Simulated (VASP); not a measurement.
# Mg6CrNi (Amm2) in VASP: reference runs, part 2 of 2

VASP 6.6.1. The steps go on from the part before.

## 3. Single point, PBE, collinear spin, ferromagnetic start (atoms moved at random, drawn with an rms of 0.05 Å)

Contents of INCAR:

```
SYSTEM = Mg6CrNi
PREC = Accurate
ENCUT = 520
EDIFF = 1E-7
ISMEAR = -1
SIGMA = 0.05
LREAL = .FALSE.
LASPH = .TRUE.
NELM = 120
ALGO = Normal
ISIF = 2
LWAVE = .FALSE.
LCHARG = .FALSE.
ISPIN = 2
MAGMOM = 1 3 0 0 0 0 0 0
LORBIT = 11
LMAXMIX = 4
GGA = PE
NBANDS = 31
```

Contents of KPOINTS:

```
Automatic mesh
0
G
  6 5 5
  0 0 0
```

Contents of POSCAR:

```
Mg6CrNi
1.0
    4.8226690000      0.0000000000      0.0000000000
    0.0000000000      3.0326855000      5.2348385000
    0.0000000000     -3.0326855000      5.2348385000
Ni Cr Mg
1 1 6
Direct
    0.4944140000      0.8276770000      0.8365940000
    0.4937490000      0.3356190000      0.3374620000
   -0.0008370000      0.1711690000      0.1747030000
    0.0016860000      0.6665380000      0.6724370000
    0.0020390000      0.6574720000      0.1669450000
    0.0024550000      0.1515830000      0.6685710000
    0.5072350000      0.8270330000      0.3317100000
    0.5070500000      0.3316400000      0.8414900000
```

Potentials or basis: VASP PAW PBE potentials, release 64 (Ni, Cr_pv, Mg).

Launch:

```
$ cat potpaw_PBE.64/Ni/POTCAR potpaw_PBE.64/Cr_pv/POTCAR potpaw_PBE.64/Mg/POTCAR > POTCAR
$ mpirun -np 1 vasp_std > vasp.out
```

OUTCAR:

```text
SYSTEM = Mg6CrNi
   PREC = Accurate
   ENCUT = 520
   EDIFF = 1E-7
   ISMEAR = -1
   LREAL = .FALSE.
   LASPH = .TRUE.
   NELM = 120
   ISIF = 2
   ISPIN = 2
   LORBIT = 11
   GGA = PE

 ion  position               nearest neighbor table
   1  0.494  0.828  0.837-   6 2.92   4 2.92   5 2.94   4 2.98   6 2.98   8 2.99   7 2.99   5 3.00
                             2 3.01   2 3.05   7 3.06   8 3.06
   2  0.494  0.336  0.337-   5 2.91   3 2.94   6 2.94   7 2.96   5 2.98   3 2.98   6 3.01   1 3.01
                             8 3.01   8 3.04   1 3.05   7 3.10
   3  0.999  0.171  0.175-   5 2.92   6 2.93   2 2.94   8 2.95   2 2.98   7 2.98   8 3.01   4 3.03
                             4 3.04   7 3.05   6 3.12   5 3.13
   4  0.002  0.667  0.672-   6 2.92   1 2.92   8 2.96   5 2.96   1 2.98   7 2.98   8 3.00   7 3.02
                             3 3.03   3 3.04   5 3.09   6 3.13
   5  0.002  0.657  0.167-   2 2.91   3 2.92   1 2.94   7 2.96   4 2.96   2 2.98   7 3.00   1 3.00
                             6 3.01   6 3.06   4 3.09   3 3.13
   6  0.002  0.152  0.669-   1 2.92   4 2.92   3 2.93   2 2.94   1 2.98   2 3.01   5 3.01   8 3.02
                             5 3.06   8 3.06   3 3.12   4 3.13
   7  0.507  0.827  0.332-   2 2.96   5 2.96   4 2.98   3 2.98   1 2.99   5 3.00   8 3.02   4 3.02
                             3 3.05   8 3.05   1 3.06   2 3.10
   8  0.507  0.332  0.841-   3 2.95   4 2.96   1 2.99   4 3.00   3 3.01   2 3.01   7 3.02   6 3.02
                             2 3.04   7 3.05   6 3.06   1 3.06

  LATTYP: Found a base centered orthorhombic cell.
 ALAT       =     6.0653710000
 B/A-ratio  =     1.7261395882
 C/A-ratio  =     0.7951152535

  Lattice vectors:

 A1 = (   0.0000000000,   3.0326855000,  -5.2348385000)
 A2 = (   0.0000000000,   3.0326855000,   5.2348385000)
 A3 = (   4.8226690000,   0.0000000000,   0.0000000000)

Analysis of symmetry for initial positions (statically):
=====================================================================
 Subroutine PRICEL returns:
 Original cell was already a primitive cell.

 Routine SETGRP: Setting up the symmetry group for a
 base centered orthorhombic supercell.

 Subroutine GETGRP returns: Found  1 space group operations
 (whereof  1 operations were pure point group operations)
 out of a pool of  8 trial point group operations.

The static configuration has the point symmetry C_1 .

Analysis of symmetry for dynamics (positions and initial velocities):
=====================================================================
 Subroutine PRICEL returns:
 Original cell was already a primitive cell.

 Routine SETGRP: Setting up the symmetry group for a
 base centered orthorhombic supercell.

 Subroutine GETGRP returns: Found  1 space group operations
 (whereof  1 operations were pure point group operations)
 out of a pool of  8 trial point group operations.

The dynamic configuration has the point symmetry C_1 .

Analysis of structural, dynamic, and magnetic symmetry:
=====================================================================
 Subroutine PRICEL returns:
 Original cell was already a primitive cell.

 Routine SETGRP: Setting up the symmetry group for a
 base centered orthorhombic supercell.

 Subroutine GETGRP returns: Found  1 space group operations
 (whereof  1 operations were pure point group operations)
 out of a pool of  8 trial point group operations.

The overall configuration has the point symmetry C_1 .

 Subroutine INISYM returns: Found  1 space group operations
 (whereof  1 operations are pure point group operations),
 and found     1 'primitive' translations

----------------------------------------------------------------------------------------
[... 125 lines left out ...]
     AMIX_MAG =   1.60;   BMIX_MAG =  1.00
  volume/ion in A,a.u.               =      19.14       129.17
  Fermi-wavevector in a.u.,A,eV,Ry     =   0.991330  1.873343 13.370935  0.982736
  Thomas-Fermi vector in A             =   2.123064
   LORBIT       =     11    0 simple, 1 ext, 2 COOP (PROOUT), +10 PAW based schemes
   GGA     = PE    functional components
   LHFCALC =     F    Hartree Fock is set to
   AEXX    =    0.0000 exact exchange contribution
   IVDW    =     0    specifies the selected vdW correction
   LEPSILON=     F    determine dielectric tensor
   LRPA    =     F    only Hartree local field effects (RPA)
 spin polarized calculation
  energy-cutoff  :      520.00
  volume of cell :      153.13
 maximum number of plane-waves:      4161
   NGX = 17   NGY = 23   NGZ = 23

 number of electron      34.0000004 magnetization       3.8171620

 Free energy of the ion-electron system (eV)
  ---------------------------------------------------
  ext. energy  EPLUGINS =         0.00000000
  ---------------------------------------------------
  free energy    TOTEN  =       -22.74868381 eV

  energy without entropy =      -22.71201847  energy(sigma->0) =      -22.73035114

 E-fermi :   3.7301     XC(G=0):  -9.4168

 val. band max:        3.7282746659   @ k =  -0.3333  -0.2000  -0.4000
 cond. band min:       3.7307299652   @ k =   0.3333   0.4000   0.2000
 fundamental gap:      0.0024552993
 Fermi energy:         3.7300765066

 spin component 1

 k-point     1 :       0.0000    0.0000    0.0000
  band No.  band energies     occupation
      1     -40.3118      1.00000
      2     -40.3056      1.00000
      3     -40.2737      1.00000
      4      -3.4922      1.00000
      5       0.9268      1.00000
      6       0.9558      1.00000
[... 757 lines left out ...]
     28       8.5712      0.00000
     29       9.1494      0.00000

 [... further k-points ...]

 spin component 2

 k-point     1 :       0.0000    0.0000    0.0000
  band No.  band energies     occupation
      1     -36.7541      1.00000
      2     -36.7520      1.00000
      3     -36.7495      1.00000
      4      -3.4042      1.00000
      5       1.2544      1.00000
      6       1.2636      1.00000
[... 757 lines left out ...]
     28       8.9334      0.00000
     29       9.4148      0.00000

 [... further k-points ...]

 [bands above 29 left out]

------------------------ aborting loop because EDIFF is reached ----------------------------------------

  FORCE on cell =-STRESS in cart. coord.  units (eV):
  Direction    XX          YY          ZZ          XY          YZ          ZX
  --------------------------------------------------------------------------------------
  -------------------------------------------------------------------------------------
  Total        0.2997392     -0.0838864      0.0955190     -0.0096343      0.1178344      0.0390573
  in kB        3.1362166     -0.8777158      0.9994294     -0.1008047      1.2329195      0.4086625
  external PRESSURE =       1.0859767 kB  Pullay stress =       0.0000000 kB

 VOLUME and BASIS-vectors are now :
 -----------------------------------------------------------------------------
  energy-cutoff  :      520.00
  volume of cell :      153.13
      direct lattice vectors                 reciprocal lattice vectors
     4.822669000  0.000000000  0.000000000     0.207354061  0.000000000  0.000000000
     0.000000000  3.032685500  5.234838500     0.000000000  0.164870376  0.095513930
     0.000000000 -3.032685500  5.234838500     0.000000000 -0.164870376  0.095513930

 POSITION                                       TOTAL-FORCE (eV/Angst)
 -----------------------------------------------------------------------------------
      2.38440     -0.02704      8.71219         0.049792     -0.027363     -0.026406
      2.38119     -0.00559      3.52347         0.161304     -0.101506     -0.164287
      4.81863     -0.01072      1.81058         0.087742     -0.075913     -0.031254
      0.00813     -0.01789      7.00932         0.092124     -0.006613      0.301468
      0.00983      1.48761      4.31569        -0.024777      0.269477     -0.148161
      0.01184     -1.56786      4.29337        -0.036009     -0.170534     -0.002222
      2.44623      1.50216      6.06583        -0.167116      0.107701      0.151664
      2.44533     -1.54621      6.14115        -0.163060      0.004751     -0.080803
 -----------------------------------------------------------------------------------
    total drift:                               -0.000355     -0.000351      0.000070

  FREE ENERGIE OF THE ION-ELECTRON SYSTEM (eV)
  ---------------------------------------------------
  free  energy   TOTEN  =       -22.7486838125 eV

  energy  without entropy=      -22.7120184665  energy(sigma->0) =      -22.73035114

 total charge

# of ion       s       p       d       tot
------------------------------------------
    1        0.402   0.241   8.352   8.995
    2        0.282   6.161   4.061  10.504
    3        0.225   0.157   0.016   0.398
    4        0.216   0.145   0.016   0.378
    5        0.211   0.150   0.017   0.379
    6        0.210   0.148   0.017   0.375
    7        0.208   0.149   0.016   0.373
    8        0.208   0.148   0.016   0.373
--------------------------------------------------
tot          1.963   7.299  12.512  21.775

 magnetization (x)

# of ion       s       p       d       tot
------------------------------------------
    1       -0.017   0.000   0.012  -0.004
    2        0.055   0.042   3.505   3.602
    3       -0.009  -0.004   0.001  -0.012
    4        0.008  -0.007  -0.001  -0.000
    5       -0.008  -0.003   0.001  -0.009
    6       -0.007  -0.003   0.001  -0.009
    7       -0.009  -0.006   0.001  -0.014
    8       -0.009  -0.006   0.001  -0.014
--------------------------------------------------
tot          0.004   0.014   3.522   3.540
```

Run time: 9.9 min. Hardware: 1 thread of Intel Xeon 6975P-C (Granite Rapids), shared host; peak memory 0.74 GiB.

Results:

| Quantity | Value |
| --- | --- |
| Free energy | -22.7487 eV |
| Pressure | 0.1 GPa |
| Largest force | 0.315 eV/Å |
| Band gap on the k mesh | none (metal or under the smearing width) |
| Net moment | 3.82 μB per cell |
| Site moments | Ni -0.00; Cr +3.60; Mg -0.01, -0.00 μB |
| Valence electrons inside the program's atomic spheres | Ni 8.99; Cr 10.50; Mg 0.40, 0.38, 0.37 |

Forces on the atoms (eV/Å):
```
Ni   0.050 -0.027 -0.026
Cr   0.161 -0.102 -0.164
Mg   0.088 -0.076 -0.031
Mg   0.092 -0.007  0.301
Mg  -0.025  0.269 -0.148
Mg  -0.036 -0.171 -0.002
Mg  -0.167  0.108  0.152
Mg  -0.163  0.005 -0.081
```
